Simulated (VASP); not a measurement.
OSZICAR of a VASP run on Ta (bcc):

File OSZICAR:
```
       N       E                     dE             d eps       ncg     rms          rms(c)
DAV:   1     0.372302117016E+02    0.37230E+02   -0.58098E+03 49552   0.952E+02
DAV:   2    -0.116826050503E+02   -0.48913E+02   -0.48159E+02 61570   0.216E+02
DAV:   3    -0.122997808250E+02   -0.61718E+00   -0.59984E+00 57413   0.247E+01
DAV:   4    -0.123038399055E+02   -0.40591E-02   -0.40549E-02 56375   0.169E+00
DAV:   5    -0.123038674632E+02   -0.27558E-04   -0.27556E-04 55662   0.117E-01    0.123E+01
DAV:   6    -0.119087026183E+02    0.39516E+00   -0.46884E-01 51278   0.817E+00    0.580E+00
DAV:   7    -0.118004594866E+02    0.10824E+00   -0.34949E-01 52071   0.664E+00    0.404E-01
DAV:   8    -0.117993497798E+02    0.11097E-02   -0.41069E-03 52984   0.796E-01    0.910E-02
DAV:   9    -0.117993187643E+02    0.31016E-04   -0.13880E-04 52613   0.149E-01    0.304E-02
DAV:  10    -0.117993126737E+02    0.60905E-05   -0.66144E-06 54870   0.347E-02    0.559E-03
DAV:  11    -0.117993123873E+02    0.28642E-06   -0.39910E-07 26305   0.796E-03
   1 F= -.11799312E+02 E0= -.11799389E+02  d E =0.230863E-03
```

Task: Which electronic solver shows in the log?

Result: It is blocked Davidson (ALGO = Normal, or the opening steps of other solvers). The INCAR had ALGO = Normal.

Task: Can the final energy be trusted as converged?

Result: Self-consistency was reached. It stopped with EDIFF = 1E-6, NELM = 100 (PBE GGA, plane waves, VASP's PBE PAW potentials (set 64)).

The compound is Ta in the bcc structure. The cell was not relaxed at this level. The run is one of a series of settings (ISYM = -1 against the base run), some of them coarse on purpose.
